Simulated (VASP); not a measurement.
Method: optB86b-vdW, VASP's PBE PAW potentials (set 64) (plane waves; VASP).

The input files of a VASP run:

### KPOINTS
```
Automatic mesh
0
Gamma
8 8 2
0 0 0
```

### POSCAR
```
WS2
1
    1.6151261617    -2.7974805501     0.0000000000
    1.6151261617     2.7974805501     0.0000000000
    0.0000000000     0.0000000000    12.6528954690
W S
2 4
Direct
  0.3333330000   0.6666670000   0.2500000000
  0.6666670000   0.3333330000   0.7500000000
  0.3333330000   0.6666670000   0.8771995023
  0.6666670000   0.3333330000   0.3771995023
  0.6666670000   0.3333330000   0.1228004977
  0.3333330000   0.6666670000   0.6228004977
```

**INCAR**
```
# general
SYSTEM  =WS2
PREC    =Accurate
ENCUT   =520   # plane-wave cut-off (eV)
LREAL   =.FALSE.   # projection in real space or not
LASPH   =.TRUE.   # aspherical one-centre terms

# electronic loop
EDIFF   =1E-7
NELM    =100   # most electronic steps
ALGO    =Normal   # blocked Davidson
LMAXMIX =6   # l cut-off of mixed one-centre charges

# smearing
ISMEAR  =0   # Gaussian
SIGMA   =0.05   # width (eV)

# functional
GGA     =MK
LUSE_VDW=.TRUE.
AGGAC   =0.0
PARAM1  =0.1234
PARAM2  =1.0

# ions
IBRION  =2   # conjugate gradients
NSW     =30   # most ionic steps
ISIF    =4
EDIFFG  =-0.01   # ionic stop

# output
LWAVE   =.FALSE.
LCHARG  =.FALSE.
```

POTCAR, in this order: W_sv S (PBE.64 set). Program: vasp_std.

Output of the run:

File OSZICAR:
```
       N       E                     dE             d eps       ncg     rms          rms(c)
DAV:   1     0.528932247787E+03    0.52893E+03   -0.28656E+04  1384   0.165E+03
DAV:   2    -0.221422568773E+01   -0.53115E+03   -0.51985E+03  1473   0.442E+02
DAV:   3    -0.377864055337E+02   -0.35572E+02   -0.34478E+02  1584   0.995E+01
DAV:   4    -0.387791126923E+02   -0.99271E+00   -0.99000E+00  1506   0.169E+01
DAV:   5    -0.388059657143E+02   -0.26853E-01   -0.26840E-01  1543   0.292E+00    0.330E+01
DAV:   6    -0.363099168711E+02    0.24960E+01   -0.18509E+01  1436   0.232E+01    0.151E+01
DAV:   7    -0.360239132946E+02    0.28600E+00   -0.52670E+00  1446   0.105E+01    0.638E+00
DAV:   8    -0.358682207239E+02    0.15569E+00   -0.73324E-01  1649   0.494E+00    0.190E+00
DAV:   9    -0.358707379806E+02   -0.25173E-02   -0.67895E-02  1619   0.136E+00    0.958E-01
DAV:  10    -0.358691050923E+02    0.16329E-02   -0.34081E-02  1551   0.113E+00    0.400E-01
DAV:  11    -0.358684746143E+02    0.63048E-03   -0.57503E-03  1543   0.452E-01    0.128E-01
DAV:  12    -0.358684644385E+02    0.10176E-04   -0.24072E-04  1552   0.836E-02    0.704E-02
DAV:  13    -0.358684623426E+02    0.20959E-05   -0.89058E-05  1649   0.521E-02    0.165E-02
DAV:  14    -0.358684638531E+02   -0.15104E-05   -0.76168E-06  1788   0.141E-02    0.142E-02
DAV:  15    -0.358684634128E+02    0.44025E-06   -0.21055E-06  1653   0.902E-03    0.465E-03
DAV:  16    -0.358684634615E+02   -0.48673E-07   -0.24549E-07  1171   0.277E-03
   1 F= -.35868463E+02 E0= -.35868463E+02  d E =-.358685E+02
       N       E                     dE             d eps       ncg     rms          rms(c)
DAV:   1    -0.359260549605E+02   -0.57592E-01   -0.86488E+00  1282   0.125E+01    0.324E+00
DAV:   2    -0.359573676109E+02   -0.31313E-01   -0.46335E-01  1521   0.303E+00    0.109E+00
DAV:   3    -0.359539948479E+02    0.33728E-02   -0.13348E-02  1518   0.689E-01    0.849E-01
DAV:   4    -0.359532313855E+02    0.76346E-03   -0.79558E-03  1617   0.452E-01    0.186E-01
DAV:   5    -0.359529473272E+02    0.28406E-03   -0.23603E-03  1483   0.264E-01    0.790E-02
DAV:   6    -0.359529044338E+02    0.42893E-04   -0.23035E-04  1487   0.768E-02    0.780E-02
DAV:   7    -0.359529041837E+02    0.25004E-06   -0.27295E-05  1567   0.237E-02    0.305E-02
DAV:   8    -0.359529031701E+02    0.10137E-05   -0.64928E-06  1520   0.126E-02    0.188E-03
DAV:   9    -0.359529031939E+02   -0.23815E-07   -0.32768E-07  1258   0.313E-03
   2 F= -.35952903E+02 E0= -.35952903E+02  d E =-.844397E-01
       N       E                     dE             d eps       ncg     rms          rms(c)
DAV:   1    -0.359529044775E+02   -0.13075E-05   -0.16304E-04  1380   0.550E-02    0.123E-02
DAV:   2    -0.359529048631E+02   -0.38560E-06   -0.88187E-06  1392   0.131E-02    0.471E-03
DAV:   3    -0.359529047324E+02    0.13077E-06   -0.37064E-07  1212   0.364E-03    0.328E-03
DAV:   4    -0.359529046574E+02    0.74986E-07   -0.10285E-07   879   0.203E-03
   3 F= -.35952905E+02 E0= -.35952905E+02  d E =-.844412E-01
       N       E                     dE             d eps       ncg     rms          rms(c)
DAV:   1    -0.361364834522E+02   -0.18358E+00   -0.81780E+00  1240   0.182E+01    0.347E+00
DAV:   2    -0.360256723177E+02    0.11081E+00   -0.74282E-01  1380   0.506E+00    0.164E+00
DAV:   3    -0.360063748808E+02    0.19297E-01   -0.41027E-02  1469   0.126E+00    0.782E-01
DAV:   4    -0.359958481269E+02    0.10527E-01   -0.48833E-02  1447   0.108E+00    0.423E-01
DAV:   5    -0.359954988673E+02    0.34926E-03   -0.25280E-03  1534   0.304E-01    0.253E-01
DAV:   6    -0.359952685742E+02    0.23029E-03   -0.88371E-04  1550   0.150E-01    0.153E-01
DAV:   7    -0.359952608579E+02    0.77163E-05   -0.15393E-04  1713   0.656E-02    0.912E-02
DAV:   8    -0.359952651115E+02   -0.42536E-05   -0.27827E-05  1658   0.260E-02    0.591E-02
DAV:   9    -0.359952659966E+02   -0.88509E-06   -0.62239E-06  1598   0.134E-02    0.232E-02
DAV:  10    -0.359952657154E+02    0.28122E-06   -0.11867E-06  1494   0.623E-03    0.129E-02
DAV:  11    -0.359952656536E+02    0.61774E-07   -0.22979E-07  1209   0.260E-03
   4 F= -.35995266E+02 E0= -.35995266E+02  d E =-.423610E-01
       N       E                     dE             d eps       ncg     rms          rms(c)
DAV:   1    -0.361682495522E+02   -0.17298E+00   -0.90731E+00  1240   0.191E+01    0.370E+00
DAV:   2    -0.360435152567E+02    0.12473E+00   -0.84147E-01  1387   0.540E+00    0.174E+00
DAV:   3    -0.360218993216E+02    0.21616E-01   -0.45955E-02  1468   0.135E+00    0.830E-01
DAV:   4    -0.360099553827E+02    0.11944E-01   -0.55381E-02  1440   0.115E+00    0.460E-01
DAV:   5    -0.360095618564E+02    0.39353E-03   -0.27871E-03  1520   0.322E-01    0.279E-01
DAV:   6    -0.360092979384E+02    0.26392E-03   -0.94286E-04  1563   0.156E-01    0.171E-01
DAV:   7    -0.360092831689E+02    0.14769E-04   -0.19562E-04  1671   0.739E-02    0.104E-01
DAV:   8    -0.360092886999E+02   -0.55309E-05   -0.26831E-05  1743   0.259E-02    0.647E-02
DAV:   9    -0.360092900129E+02   -0.13130E-05   -0.57307E-06  1632   0.128E-02    0.250E-02
DAV:  10    -0.360092897080E+02    0.30493E-06   -0.13438E-06  1464   0.664E-03    0.141E-02
DAV:  11    -0.360092896523E+02    0.55726E-07   -0.27345E-07  1286   0.273E-03
   5 F= -.36009290E+02 E0= -.36009290E+02  d E =-.563850E-01
       N       E                     dE             d eps       ncg     rms          rms(c)
DAV:   1    -0.360096627653E+02   -0.37306E-03   -0.19154E-02  1247   0.875E-01    0.156E-01
DAV:   2    -0.360093964300E+02    0.26634E-03   -0.17330E-03  1415   0.243E-01    0.761E-02
DAV:   3    -0.360093498834E+02    0.46547E-04   -0.93535E-05  1462   0.606E-02    0.344E-02
DAV:   4    -0.360093248841E+02    0.24999E-04   -0.96454E-05  1452   0.487E-02    0.181E-02
DAV:   5    -0.360093241709E+02    0.71321E-06   -0.64169E-06  1506   0.157E-02    0.891E-03
DAV:   6    -0.360093239378E+02    0.23312E-06   -0.14296E-06  1505   0.631E-03    0.400E-03
DAV:   7    -0.360093239063E+02    0.31462E-07   -0.24563E-07   920   0.318E-03
   6 F= -.36009324E+02 E0= -.36009324E+02  d E =-.564192E-01
       N       E                     dE             d eps       ncg     rms          rms(c)
DAV:   1    -0.360093535832E+02   -0.29645E-04   -0.43969E-02  1317   0.100E+00    0.205E-01
DAV:   2    -0.360094487512E+02   -0.95168E-04   -0.26955E-03  1514   0.237E-01    0.857E-02
DAV:   3    -0.360094114568E+02    0.37294E-04   -0.23124E-04  1493   0.874E-02    0.650E-02
DAV:   4    -0.360094000700E+02    0.11387E-04   -0.42001E-05  1553   0.351E-02    0.340E-02
DAV:   5    -0.360093979739E+02    0.20961E-05   -0.13913E-05  1475   0.187E-02    0.456E-03
DAV:   6    -0.360093977356E+02    0.23837E-06   -0.16306E-06  1473   0.694E-03    0.253E-03
DAV:   7    -0.360093976878E+02    0.47783E-07   -0.10323E-07   886   0.181E-03
   7 F= -.36009398E+02 E0= -.36009398E+02  d E =-.737815E-04
       N       E                     dE             d eps       ncg     rms          rms(c)
DAV:   1    -0.360094786459E+02   -0.80910E-04   -0.81388E-03  1317   0.431E-01    0.900E-02
DAV:   2    -0.360094983322E+02   -0.19686E-04   -0.49672E-04  1521   0.102E-01    0.367E-02
DAV:   3    -0.360094922009E+02    0.61313E-05   -0.41234E-05  1479   0.370E-02    0.278E-02
DAV:   4    -0.360094906106E+02    0.15903E-05   -0.76015E-06  1574   0.150E-02    0.145E-02
DAV:   5    -0.360094907864E+02   -0.17583E-06   -0.25236E-06  1453   0.800E-03    0.194E-03
DAV:   6    -0.360094906200E+02    0.16639E-06   -0.28539E-07  1092   0.297E-03    0.109E-03
DAV:   7    -0.360094906419E+02   -0.21909E-07   -0.27906E-08   781   0.988E-04
   8 F= -.36009491E+02 E0= -.36009491E+02  d E =-.166736E-03
```

OUTCAR:
```
------------------------ aborting loop because EDIFF is reached ----------------------------------------
  FORCE on cell =-STRESS in cart. coord.  units (eV):
  Direction    XX          YY          ZZ          XY          YZ          ZX
  --------------------------------------------------------------------------------------
  Total       -1.0866713     -1.0866713     -1.0894110      0.0000000      0.0000000      0.0000000
  in kB      -15.2270346    -15.2270344    -15.2654243      0.0000000      0.0000000      0.0000000
  external PRESSURE =     -15.2398311 kB  Pullay stress =       0.0000000 kB
  volume of cell :      114.34
      direct lattice vectors                 reciprocal lattice vectors
     1.591655507 -2.756828190 -0.000000000     0.314138328 -0.181367849  0.000000000
     1.591655507  2.756828190 -0.000000000     0.314138328  0.181367849  0.000000000
     0.000000000  0.000000000 13.028807593     0.000000000  0.000000000  0.076752995
 POSITION                                       TOTAL-FORCE (eV/Angst)
 -----------------------------------------------------------------------------------
      1.59166      0.91894      3.25720         0.000000     -0.000000      0.000000
      1.59166     -0.91894      9.77161         0.000000      0.000000      0.000000
      1.59166      0.91894     11.34780        -0.000000     -0.000000      0.000838
      1.59166     -0.91894      4.83339         0.000000      0.000000      0.000838
      1.59166     -0.91894      1.68101         0.000000      0.000000     -0.000838
      1.59166      0.91894      8.19541        -0.000000     -0.000000     -0.000838
 -----------------------------------------------------------------------------------
    total drift:                                0.000000      0.001182     -0.000033
  FREE ENERGIE OF THE ION-ELECTRON SYSTEM (eV)
  ---------------------------------------------------
  free  energy   TOTEN  =       -36.0094906419 eV

  energy  without entropy=      -36.0094906419  energy(sigma->0) =      -36.00949064

 reached required accuracy - stopping structural energy minimisation
```
(Selected blocks of OUTCAR.)

**CONTCAR**
```
WS2
   1.00000000000000
     1.5916555068054634   -2.7568281900540583   -0.0000000000000000
     1.5916555068054634    2.7568281900540583   -0.0000000000000000
     0.0000000000000000    0.0000000000000000   13.0288075930842258
  W               S
     2     4
Direct
     0.3333330000000032    0.6666669999999968    0.2500000000000000
     0.6666669999999968    0.3333330000000032    0.7500000000000000
     0.3333330000000032    0.6666669999999968    0.8709774976449041
     0.6666669999999968    0.3333330000000032    0.3709774976449041
     0.6666669999999968    0.3333330000000032    0.1290225023550959
     0.3333330000000032    0.6666669999999968    0.6290225023550959
```

The compound is WS2 in the 2H layered structure. This cell is one point of a volume scan, at 1.06 of the reference volume. Symmetry was kept, so distortions that lower it aren't found.
